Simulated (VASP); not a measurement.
# BaY2 (P4mm) in VASP: reference runs

Reference runs on BaY2: the cell as given.

Program: VASP 6.6.1. These are calculated values, not measurements. Logs are shortened: lines on timing, memory, paths and dates and some standing lists are left out, and cuts for length are marked.

**1. The structure**

Symmetry: P4mm, No. 99, tetragonal system. The conventional cell has a = 5.132 Å, b = 5.132 Å, c = 3.790 Å, α = 90.00°, β = 90.00°, γ = 90.00°. Ba (site symmetry 4mm) has 8 Y at 3.13 to 3.25 Å as nearest neighbours. Y (site symmetry 2mm) has 4 Ba at 3.13 to 3.25 Å as nearest neighbours.

The cell was built by a generator and needn't be a form met in nature.

**2. Single point, PBE**

Input file INCAR:

```
PREC = Accurate ; ENCUT = 520
EDIFF = 1E-7 ; ISMEAR = -1
SIGMA = 0.05 ; LREAL = False
LASPH = True ; NELM = 80
ALGO = Normal ; ISIF = 2
LWAVE = False ; LCHARG = False
GGA = PE ; NBANDS = 23
```

Input file KPOINTS:

```
regular mesh
0
Gamma
  5 5 7
```

Input file POSCAR:

```
BaY2
1.0
    5.1316954000      0.0000000000      0.0000000000
    0.0000000000      5.1316954000      0.0000000000
    0.0000000000      0.0000000000      3.7900565000
Ba Y
1 2
Direct
    0.5000000000      0.5000000000      0.2850626000
    0.5000000000      0.0000000000      0.8119872900
    0.0000000000      0.5000000000      0.8119872900
```

Potentials or basis: VASP PAW PBE potentials, release 64 (Ba_sv, Y_sv).

Launch:

```bash
$ cat potpaw_PBE.64/Ba_sv/POTCAR potpaw_PBE.64/Y_sv/POTCAR > POTCAR
$ mpirun -np 1 vasp_std > vasp.out
```

OUTCAR:

```text
PREC = Accurate
   ENCUT = 520
   EDIFF = 1E-7
   ISMEAR = -1
   LREAL = False
   LASPH = True
   NELM = 80
   ISIF = 2
   GGA = PE

 ion  position               nearest neighbor table
   1  0.500  0.500  0.285-   2 3.13   3 3.13   2 3.13   3 3.13   2 3.25   2 3.25   3 3.25   3 3.25

   2  0.500  0.000  0.812-   1 3.13   1 3.13   1 3.25   1 3.25   3 3.63   3 3.63   3 3.63   3 3.63

   3  0.000  0.500  0.812-   1 3.13   1 3.13   1 3.25   1 3.25   2 3.63   2 3.63   2 3.63   2 3.63

  LATTYP: Found a simple tetragonal cell.
 ALAT       =     5.1316954000
 C/A-ratio  =     0.7385583525

  Lattice vectors:

 A1 = (   5.1316954000,   0.0000000000,   0.0000000000)
 A2 = (   0.0000000000,   5.1316954000,   0.0000000000)
 A3 = (   0.0000000000,   0.0000000000,   3.7900565000)

Analysis of symmetry for initial positions (statically):
=====================================================================
 Subroutine PRICEL returns:
 Original cell was already a primitive cell.

 Routine SETGRP: Setting up the symmetry group for a
 simple tetragonal supercell.

 Subroutine GETGRP returns: Found  8 space group operations
 (whereof  8 operations were pure point group operations)
 out of a pool of 16 trial point group operations.

The static configuration has the point symmetry C_4v.

Analysis of symmetry for dynamics (positions and initial velocities):
=====================================================================
 Subroutine PRICEL returns:
 Original cell was already a primitive cell.

 Routine SETGRP: Setting up the symmetry group for a
 simple tetragonal supercell.

 Subroutine GETGRP returns: Found  8 space group operations
 (whereof  8 operations were pure point group operations)
 out of a pool of 16 trial point group operations.

The dynamic configuration has the point symmetry C_4v.

 Subroutine INISYM returns: Found  8 space group operations
 (whereof  8 operations are pure point group operations),
 and found     1 'primitive' translations

----------------------------------------------------------------------------------------

                                     Primitive cell

  volume of cell :      99.8085

  direct lattice vectors                    reciprocal lattice vectors
     5.131695400  0.000000000  0.000000000     0.194867373  0.000000000  0.000000000
     0.000000000  5.131695400  0.000000000     0.000000000  0.194867373  0.000000000
     0.000000000  0.000000000  3.790056500     0.000000000  0.000000000  0.263848309

  length of vectors
     5.131695400  5.131695400  3.790056500     0.194867373  0.194867373  0.263848309

  position of ions in fractional coordinates (direct lattice)
     0.500000000  0.500000000  0.285062600
     0.500000000  0.000000000  0.811987290
     0.000000000  0.500000000  0.811987290

  ion indices of the primitive-cell ions
   primitive index   ion index
                 1           1
                 2           2
                 3           3

----------------------------------------------------------------------------------------

 KPOINTS: regular mesh

Automatic generation of k-mesh.
 Grid dimensions read from file:
 generate k-points for:    5    5    7

 Generating k-lattice:

  Cartesian coordinates                     Fractional coordinates (reciprocal lattice)
     0.038973475  0.000000000  0.000000000     0.200000000  0.000000000  0.000000000
     0.000000000  0.038973475  0.000000000     0.000000000  0.200000000  0.000000000
     0.000000000  0.000000000  0.037692616     0.000000000  0.000000000  0.142857143

  Length of vectors
     0.038973475  0.038973475  0.037692616

  Shift w.r.t. Gamma in fractional coordinates (k-lattice)
     0.000000000  0.000000000  0.000000000

 Subroutine IBZKPT returns following result:
 ===========================================

 Found     24 irreducible k-points:

 Following reciprocal coordinates:
            Coordinates               Weight
  0.000000  0.000000  0.000000      1.000000
  0.200000  0.000000  0.000000      4.000000
  0.400000  0.000000  0.000000      4.000000
  0.200000  0.200000  0.000000      4.000000
  0.400000  0.200000  0.000000      8.000000
  0.400000  0.400000  0.000000      4.000000
[... 16 lines left out ...]
  0.400000  0.200000  0.428571     16.000000
  0.400000  0.400000  0.428571      8.000000
   k-points           NKPTS =     24   k-points in BZ     NKDIM =     24   number of bands    NBANDS=     23
   number of dos      NEDOS =    301   number of ions     NIONS =      3
   total plane-waves  NPLWV =  44800
   dimension x,y,z NGX =    40 NGY =   40 NGZ =   28
   dimension x,y,z NGXF=    80 NGYF=   80 NGZF=   56
   ions per type =               1   2
   NGX,Y,Z   is equivalent  to a cutoff of  12.96, 12.96, 12.28 a.u.
   NGXF,Y,Z  is equivalent  to a cutoff of  25.92, 25.92, 24.56 a.u.
 SYSTEM =  unknown system
   PREC   = accura    normal or accurate (medium, high low for compatibility)
   ISTART =      0    job   : 0-new  1-cont  2-samecut
   ICHARG =      2    charge: 1-file 2-atom 10-const
   ISPIN  =      1    spin polarized calculation?
   LNONCOLLINEAR =      F non collinear calculations
   LSORBIT =      F    spin-orbit coupling
   LASPH  =      T    aspherical Exc in radial PAW
   ENCUT  =  520.0 eV  38.22 Ry    6.18 a.u.   9.54  9.54  7.05*2*pi/ulx,y,z
   NELM   =     80;   NELMIN=  2; NELMDL= -5     # of ELM steps
   EDIFF  = 0.1E-06   stopping-criterion for ELM
   LREAL  =      F    real-space projection
   EDIFFG = 0.1E-05   stopping-criterion for IOM
   NSW    =      0    number of steps for IOM
   IBRION =     -1    ionic relax: 0-MD 1-quasi-New 2-CG
   NFREE  =      0    steps in history (QN), initial steepest desc. (CG)
   ISIF   =      2    stress and relaxation
   ISYM   =      2    0-nonsym 1-usesym 2-fastsym
   POTIM  = 0.5000    time-step for ionic-motion
   TEBEG  =    0.0;   TEEND  =   0.0 temperature during run
   PSTRESS=    0.0 pullay stress
   NELECT =      32.0000    total number of electrons
   NUPDOWN=      -1.0000    fix difference up-down
   EMIN   =  10.00;   EMAX   =-10.00  energy-range for DOS
   EFERMI =   0.00;   METHOD = LEGACY
   ISMEAR =    -1;   SIGMA  =   0.05  broadening in eV -4-tet -1-fermi 0-gaus
   EFERMI_NEDOS =   21; number of points for ismear=-14 and -15
   IALGO  =     38    algorithm
   IMIX   =      4    mixing-type and parameters
     AMIX     =   0.40;   BMIX     =  1.00
     AMIX_MAG =   1.60;   BMIX_MAG =  1.00
  volume/ion in A,a.u.               =      33.27       224.51
  Fermi-wavevector in a.u.,A,eV,Ry     =   1.120475  2.117392 17.081642  1.255465
  Thomas-Fermi vector in A             =   2.257122
   LORBIT       =      0    0 simple, 1 ext, 2 COOP (PROOUT), +10 PAW based schemes
   GGA     = PE    functional components
   LHFCALC =     F    Hartree Fock is set to
   AEXX    =    0.0000 exact exchange contribution
   IVDW    =     0    specifies the selected vdW correction
   LEPSILON=     F    determine dielectric tensor
   LRPA    =     F    only Hartree local field effects (RPA)
 non-spin polarized calculation
  energy-cutoff  :      520.00
  volume of cell :       99.81
 maximum number of plane-waves:      2722
 NGX is ok and might be reduce to    40
   NGX = 19   NGY = 19   NGZ = 15

 number of electron      32.0000000 magnetization

 Free energy of the ion-electron system (eV)
  ---------------------------------------------------
  ext. energy  EPLUGINS =         0.00000000
  ---------------------------------------------------
  free energy    TOTEN  =       -11.36892581 eV

  energy without entropy =      -11.32753302  energy(sigma->0) =      -11.34822941

 E-fermi :   3.3172     XC(G=0):  -9.3783

 val. band max:        3.2954711091   @ k =   0.0000   0.0000   0.1429
 cond. band min:       3.3196546096   @ k =   0.4000   0.0000   0.4286
 fundamental gap:      0.0241835005
 Fermi energy:         3.3172050967

 k-point     1 :       0.0000    0.0000    0.0000
  band No.  band energies     occupation
      1     -39.6908      2.00000
      2     -39.6499      2.00000
      3     -24.4790      2.00000
      4     -19.8902      2.00000
      5     -19.8902      2.00000
      6     -19.6773      2.00000
[... 15 lines left out ...]
     22       6.6330      0.00000
     23       6.7546      0.00000

 k-point     2 :       0.2000    0.0000    0.0000
  band No.  band energies     occupation
      1     -39.6868      2.00000
      2     -39.6536      2.00000
      3     -24.4946      2.00000
      4     -19.8705      2.00000
      5     -19.8380      2.00000
      6     -19.6700      2.00000
[... 15 lines left out ...]
     22       6.0172      0.00000
     23       6.5826      0.00000

 k-point     3 :       0.4000    0.0000    0.0000
  band No.  band energies     occupation
      1     -39.6763      2.00000
      2     -39.6637      2.00000
      3     -24.5194      2.00000
      4     -19.8305      2.00000
      5     -19.7318      2.00000
      6     -19.6517      2.00000
[... 15 lines left out ...]
     22       5.4756      0.00000
     23       6.2588      0.00000

 k-point     4 :       0.2000    0.2000    0.0000
  band No.  band energies     occupation
      1     -39.6835      2.00000
      2     -39.6567      2.00000
      3     -24.5103      2.00000
      4     -19.8516      2.00000
      5     -19.7915      2.00000
      6     -19.6642      2.00000
[... 15 lines left out ...]
     22       6.0486      0.00000
     23       6.1450      0.00000

 k-point     5 :       0.4000    0.2000    0.0000
  band No.  band energies     occupation
      1     -39.6750      2.00000
      2     -39.6647      2.00000
      3     -24.5353      2.00000
      4     -19.8113      2.00000
      5     -19.7167      2.00000
      6     -19.6915      2.00000
[... 434 lines left out ...]
 k-point    22 :       0.2000    0.2000    0.4286
  band No.  band energies     occupation
      1     -39.6717      2.00000
      2     -39.6460      2.00000
      3     -24.4109      2.00000
      4     -19.8796      2.00000
      5     -19.8049      2.00000
      6     -19.7829      2.00000
[... 15 lines left out ...]
     22       5.9342      0.00000
     23       6.3321      0.00000

 k-point    23 :       0.4000    0.2000    0.4286
  band No.  band energies     occupation
      1     -39.6636      2.00000
      2     -39.6538      2.00000
      3     -24.4011      2.00000
      4     -19.8987      2.00000
      5     -19.8359      2.00000
      6     -19.7913      2.00000
[... 15 lines left out ...]
     22       5.8366      0.00000
     23       6.0592      0.00000

 k-point    24 :       0.4000    0.4000    0.4286
  band No.  band energies     occupation
      1     -39.6605      2.00000
      2     -39.6567      2.00000
      3     -24.3914      2.00000
      4     -19.9591      2.00000
      5     -19.8372      2.00000
      6     -19.8331      2.00000
[... 15 lines left out ...]
     22       5.9837      0.00000
     23       6.4204      0.00000

------------------------ aborting loop because EDIFF is reached ----------------------------------------

  FORCE on cell =-STRESS in cart. coord.  units (eV):
  Direction    XX          YY          ZZ          XY          YZ          ZX
  --------------------------------------------------------------------------------------
  -------------------------------------------------------------------------------------
  Total        5.4698403      5.4698403      4.1065724      0.0000000     -0.0000000      0.0000000
  in kB       87.8047083     87.8047083     65.9208269      0.0000000     -0.0000000      0.0000000
  external PRESSURE =      80.5100812 kB  Pullay stress =       0.0000000 kB

 VOLUME and BASIS-vectors are now :
 -----------------------------------------------------------------------------
  energy-cutoff  :      520.00
  volume of cell :       99.81
      direct lattice vectors                 reciprocal lattice vectors
     5.131695400  0.000000000  0.000000000     0.194867373  0.000000000  0.000000000
     0.000000000  5.131695400  0.000000000     0.000000000  0.194867373  0.000000000
     0.000000000  0.000000000  3.790056500     0.000000000  0.000000000  0.263848309

 POSITION                                       TOTAL-FORCE (eV/Angst)
 -----------------------------------------------------------------------------------
      2.56585      2.56585      1.08040        -0.000000     -0.000000      0.197968
      2.56585      0.00000      3.07748         0.000000      0.000000     -0.098984
      0.00000      2.56585      3.07748        -0.000000      0.000000     -0.098984
 -----------------------------------------------------------------------------------
    total drift:                               -0.000000      0.000000     -0.000020

  FREE ENERGIE OF THE ION-ELECTRON SYSTEM (eV)
  ---------------------------------------------------
  free  energy   TOTEN  =       -11.3689258109 eV

  energy  without entropy=      -11.3275330187  energy(sigma->0) =      -11.34822941
```

Wall time 71 s (1 thread of Intel Xeon Platinum 8259CL at 2.50GHz (Skylake/Cascade Lake), shared host); peak memory 0.24 GiB.

Results:

- Free energy: -11.3689 eV
- Pressure: 8.1 GPa
- Largest force: 0.198 eV/Å
- Band gap on the k mesh: none (metal or under the smearing width)

Forces on the atoms (eV/Å):
```
Ba   0.000  0.000  0.198
Y    0.000  0.000 -0.099
Y    0.000  0.000 -0.099
```

Stress tensor (GPa, compression positive):
```
8.78 0.00 0.00
0.00 8.78 0.00
0.00 0.00 6.59
```
